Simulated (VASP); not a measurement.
Output of a VASP run:

### OSZICAR
```
       N       E                     dE             d eps       ncg     rms          rms(c)
DAV:   1     0.150946207553E+03    0.15095E+03   -0.11037E+04  1470   0.140E+03
DAV:   2    -0.199887003035E+02   -0.17093E+03   -0.16428E+03  1470   0.306E+02
DAV:   3    -0.271805595964E+02   -0.71919E+01   -0.69522E+01  1620   0.821E+01
DAV:   4    -0.273360731285E+02   -0.15551E+00   -0.15432E+00  1681   0.105E+01
DAV:   5    -0.273415690403E+02   -0.54959E-02   -0.54954E-02  1744   0.196E+00    0.190E+01
DAV:   6    -0.272943228696E+02    0.47246E-01   -0.55494E+01  1678   0.114E+02    0.171E+01
DAV:   7    -0.237510031992E+02    0.35433E+01   -0.16253E+01  1643   0.626E+01    0.402E+00
DAV:   8    -0.237101792464E+02    0.40824E-01   -0.68095E-01  1531   0.591E+00    0.137E+00
DAV:   9    -0.236946862575E+02    0.15493E-01   -0.30197E-02  1926   0.235E+00    0.568E-01
DAV:  10    -0.236923819040E+02    0.23044E-02   -0.32622E-03  1848   0.418E-01    0.201E-01
DAV:  11    -0.236921508340E+02    0.23107E-03   -0.63020E-04  2197   0.279E-01    0.467E-02
DAV:  12    -0.236921389467E+02    0.11887E-04   -0.80038E-05  1618   0.979E-02    0.133E-02
DAV:  13    -0.236921390277E+02   -0.80910E-07   -0.56927E-06  1505   0.167E-02
   1 F= -.23692139E+02 E0= -.23690990E+02  d E =-.229902E-02
```

### OUTCAR
```
------------------------ aborting loop because EDIFF is reached ----------------------------------------
  FORCE on cell =-STRESS in cart. coord.  units (eV):
  Direction    XX          YY          ZZ          XY          YZ          ZX
  --------------------------------------------------------------------------------------
  Total       -1.0817815     -1.0817815     -1.0817815      0.0000000      0.0000000      0.0000000
  in kB      -39.4758272    -39.4758272    -39.4758272      0.0000000      0.0000000      0.0000000
  external PRESSURE =     -39.4758272 kB  Pullay stress =       0.0000000 kB
  volume of cell :       43.91
      direct lattice vectors                 reciprocal lattice vectors
     3.527819000  0.000000000  0.000000000     0.283461255  0.000000000  0.000000000
     0.000000000  3.527819000  0.000000000     0.000000000  0.283461255  0.000000000
     0.000000000  0.000000000  3.527819000     0.000000000  0.000000000  0.283461255
 POSITION                                       TOTAL-FORCE (eV/Angst)
 -----------------------------------------------------------------------------------
      0.00000      0.00000      0.00000         0.000000      0.000000      0.000000
      0.00000      1.76391      1.76391         0.000000      0.000000      0.000000
      1.76391      0.00000      1.76391         0.000000      0.000000      0.000000
      1.76391      1.76391      0.00000         0.000000      0.000000      0.000000
 -----------------------------------------------------------------------------------
    total drift:                               -0.000000     -0.000000      0.000000
  FREE ENERGIE OF THE ION-ELECTRON SYSTEM (eV)
  ---------------------------------------------------
  free  energy   TOTEN  =       -23.6921390277 eV

  energy  without entropy=      -23.6898400099  energy(sigma->0) =      -23.69098952
```
(Selected blocks of OUTCAR.)

File POSCAR:
```
SiNi3
1
    3.5278190000     0.0000000000     0.0000000000
    0.0000000000     3.5278190000     0.0000000000
    0.0000000000     0.0000000000     3.5278190000
Si Ni
1 3
Direct
  0.0000000000   0.0000000000   0.0000000000
  0.0000000000   0.5000000000   0.5000000000
  0.5000000000   0.0000000000   0.5000000000
  0.5000000000   0.5000000000   0.0000000000
```

### Question
Reconstruct the remaining input files.

### Answer
This is not unique; one that fits is the input of the run itself, PBE GGA, plane waves, VASP's PBE PAW potentials (set 64).

**INCAR**
```
! general
SYSTEM   =  SiNi3
PREC     =  Accurate
ENCUT    =  300
LREAL    =  F
LASPH    =  T

! electronic loop
EDIFF    =  1E-6
NELM     =  100
ALGO     =  Normal
LMAXMIX  =  4

! smearing
ISMEAR   =  0
SIGMA    =  0.05

! functional
GGA      =  PE

! ions
ISIF     =  2

! output
LWAVE    =  F
LCHARG   =  F
```

**KPOINTS**
```
Automatic mesh
0
Gamma
8 8 8
0 0 0
```

POTCAR, in this order: Si Ni (PBE.64 set). Program: vasp_std.

At this cut-off the stress carries a Pulay error, which pulls relaxed volumes low.

The structure comes from a computed database's SiNi3 entry; how it stands against other phases isn't given here. The cell was not relaxed at this level. The run is not spin-polarised, so no magnetic state was tried.
